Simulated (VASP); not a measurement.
Level of theory: PBE GGA, VASP's PBE PAW potentials (set 64) (plane waves; VASP).

A VASP calculation is set up with these files.

KPOINTS:
```
Automatic mesh
0
Gamma
7 7 7
0 0 0
```

POSCAR:
```
Bi
1
   -3.1277650000     3.1277650000     1.7065460000
    3.1277650000    -3.1277650000     1.7065460000
    3.1277650000     3.1277650000    -1.7065460000
Bi
2
Direct
  0.7500000000   0.2500000000   0.5000000000
  0.0000000000   0.0000000000   0.0000000000
```

### INCAR
```
ALGO = Normal
EDIFF = 1E-6
EDIFFG = -0.01
ENCUT = 300
GGA = PE
IBRION = 2
ISIF = 3
ISMEAR = 0
LASPH = T
LCHARG = F
LMAXMIX = 4
LREAL = F
LWAVE = F
NELM = 100
NSW = 50
PREC = Accurate
SIGMA = 0.136
SYSTEM = Bi
```

POTCAR, in this order: Bi_d (PBE.64 set). Program: vasp_std.

At this cut-off the stress carries a Pulay error, which pulls relaxed volumes low. Unless said otherwise, spin-orbit coupling is left out, though it shifts the bands of the heavy elements here.

Q: Predict the energy per atom (σ→0), volume per atom, band gap (on the k-mesh).

A: 
```
Quantity                                                     Value
------------------------  ----------------------------------------
energy per atom (σ→0)                               -3.855 eV/atom
band gap (on the k-mesh)  none (metal, semimetal or under 0.01 eV)
volume per atom                                      33.69 Å³/atom
```

### OSZICAR
```
...
       N       E                     dE             d eps       ncg     rms          rms(c)
DAV:   1    -0.771816397579E+01   -0.24543E-02   -0.71875E-02  1664   0.348E+00    0.236E-01
DAV:   2    -0.771633376201E+01    0.18302E-02   -0.35905E-03  1713   0.949E-01    0.118E-01
DAV:   3    -0.771577223890E+01    0.56152E-03   -0.19636E-03  1961   0.651E-01    0.242E-02
DAV:   4    -0.771578087741E+01   -0.86385E-05   -0.18147E-04  1688   0.170E-01    0.879E-03
DAV:   5    -0.771578024049E+01    0.63692E-06   -0.12166E-05  1975   0.505E-02    0.250E-03
DAV:   6    -0.771578048653E+01   -0.24604E-06   -0.15619E-06   887   0.169E-02
   7 F= -.77157805E+01 E0= -.77104266E+01  d E =-.708470E-04
```

The structure was generated: Bi was put into an ordered model structure, which need not be its known phase. This run relaxes it. Symmetry was kept, so distortions that lower it aren't found. The k-mesh is coarse (spacing up to 0.31 per Å, 2π included), so the numbers may not be converged in it. The run is one of a series of settings (EDIFFG = -0.01, IBRION = 2, ISIF = 3, NSW = 50 against the base run), some of them coarse on purpose.
